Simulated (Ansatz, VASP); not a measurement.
## AgRh: VASP beside Ansatz

```xyz
2
Lattice="2.7400 0.0000 0.0000 -1.3700 2.3730 0.0000 0.0000 0.0000 4.7436" Properties=species:S:1:pos:R:3 pbc="T T T"
Ag    0.0000    0.0000    2.3718
Rh    1.3700    0.7910    0.0000
```

The cell comes from a database or a generator and needn't be the stable form of this composition.

Alike in both runs: task single point; functional PBE; k mesh 11 × 11 × 6; occupations fermi-dirac, width 0.05 eV; no spin polarisation.

```csv
,VASP,Ansatz
version,VASP 6.6.1,Ansatz 0.2.0
potentials or method,"VASP PAW PBE potentials, release 64 (Ag, Rh_pv)",JTH PAW
plane-wave cutoff (eV),520,2100
valence electrons in the cell,26,28
```

```csv
,VASP,Ansatz,Ansatz less VASP
gap on the k mesh at the Fermi level (eV),none,none,-
pressure (GPa),4.2,4.5,+0.27
largest component of the traceless stress (GPa),1.32,1.25,-0.075
```

A gap of «none» marks a metal or a gap that the smearing closes. The two sets of potentials don't hold the same shells in valence.
